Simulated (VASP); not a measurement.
Wanted: the native input for a VASP 6.6.1 run.

- Task: single point
- Functional: B3LYP
- Potentials or basis: VASP PAW PBE potentials, release 64 (H, Pb_d, N, O)
- Cutoff: 520 eV
- k mesh: 3 × 2 × 2
- Occupations: fermi-dirac, width 0.05 eV
- Spin: no spin polarisation
- Dipole correction: no
- Exchange at q = 0: truncated
- Grid for exact exchange (PRECFOCK): Fast
- Further INCAR settings: ALGO = Normal; EDIFF = 1e-06; NBANDS = 31

Crystal: HPbNO4.

```xyz
7
Lattice="3.8540 0.1438 0.0901 -0.2532 5.5270 0.1647 -0.4820 -1.9272 5.7203" Properties=species:S:1:pos:R:3 pbc="T T T"
H    -0.0083    2.5983    3.2335
Pb    2.1473    2.6778    1.0046
N     2.8237    3.6046    5.7249
O    -0.4057   -0.9417    5.0623
O     2.7256   -0.0852    0.8025
O    -0.5912    2.3982    5.1009
O     0.1280    2.5704    2.2622
```

The cell was built by a generator and needn't be a form met in nature.

One way to write it, as run:

POSCAR

```
HPbNO4
1.0
    3.8540400000      0.1438400000      0.0901200000
   -0.2532000000      5.5269800000      0.1647100000
   -0.4819700000     -1.9272000000      5.7202500000
H Pb N O
1 1 1 4
Direct
    0.1091300000      0.6571800000      0.5446300000
    0.6102900000      0.5212700000      0.1510000000
    0.9158000000      0.9626300000      0.9586700000
    0.0138400000      0.1363900000      0.8808400000
    0.7239800000      0.0105700000      0.1285800000
    0.0038900000      0.7373200000      0.8704300000
    0.1192700000      0.5932400000      0.3765100000
```

INCAR.step1

```
SYSTEM = HPbNO4
PREC     = Accurate       ! precision mode
ENCUT    = 520            ! plane-wave cutoff, eV
EDIFF    = 1E-5           ! SCF threshold, eV
ISMEAR   = -1             ! smearing method
SIGMA    = 0.05           ! smearing width, eV
LREAL    = .FALSE.        ! projectors in reciprocal space
LASPH    = .TRUE.         ! aspherical terms in the spheres
NELM     = 100            ! most SCF steps
ALGO     = Normal         ! electronic algorithm
ISIF     = 2              ! what is computed and relaxed
LWAVE    = .TRUE.         ! write WAVECAR
NBANDS   = 31             ! bands
GGA      = PE             ! functional
```

INCAR.step2

```
SYSTEM = HPbNO4
PREC     = Accurate       ! precision mode
ENCUT    = 520            ! plane-wave cutoff, eV
EDIFF    = 1E-6           ! SCF threshold, eV
ISMEAR   = -1             ! smearing method
SIGMA    = 0.05           ! smearing width, eV
LREAL    = .FALSE.        ! projectors in reciprocal space
LASPH    = .TRUE.         ! aspherical terms in the spheres
NELM     = 100            ! most SCF steps
ALGO     = Normal         ! electronic algorithm
ISIF     = 2              ! what is computed and relaxed
LWAVE    = .FALSE.        ! write WAVECAR
LCHARG   = .TRUE.         ! write CHGCAR
GGA      = B3             ! functional
LHFCALC  = .TRUE.         ! exact exchange
AEXX     = 0.2            ! exact-exchange fraction
AGGAX    = 0.72         
AGGAC    = 0.81         
ALDAC    = 0.19         
PRECFOCK = Fast         
HFRCUT   = -1           
LELF     = .TRUE.         ! ELF
LVHAR    = .TRUE.       
NBANDS   = 31             ! bands
ISTART   = 1
```

KPOINTS

```
regular mesh
0
G
  3 2 2
  0 0 0
```

Potentials or basis: VASP PAW PBE potentials, release 64 (H, Pb_d, N, O).

The run is started by

```console
$ cat potpaw_PBE.64/H/POTCAR potpaw_PBE.64/Pb_d/POTCAR potpaw_PBE.64/N/POTCAR potpaw_PBE.64/O/POTCAR > POTCAR
$ cp INCAR.step1 INCAR
$ mpirun -np 1 vasp_std > vasp.out
$ cp INCAR.step2 INCAR
$ mpirun -np 1 vasp_std > vasp.out
```

It gave:

The pressure is -0.6 GPa. The largest force is 0.469 eV/Å and the band gap on the k mesh is 4.76 eV, indirect (least direct gap 4.89 eV).

Caveat: the k mesh is coarse (spacing up to 0.59 Å⁻¹), so the values aren't converged, least of all with exact exchange; the standard files for N, O and F lose accuracy on very short bonds; the PAW data sets were made with another functional, which shifts forces and pressure a little; spin-orbit coupling is left out, which as a rule narrows the gap of such compounds by several tenths of an eV; an odd mesh through Γ misses points on the zone boundary, where band edges often lie.

It took 4.5 min on 1 thread of Intel(R) Xeon(R) Platinum 8375C CPU @ 2.90GHz (Ice Lake), on a shared host, peak memory 0.27 GiB.
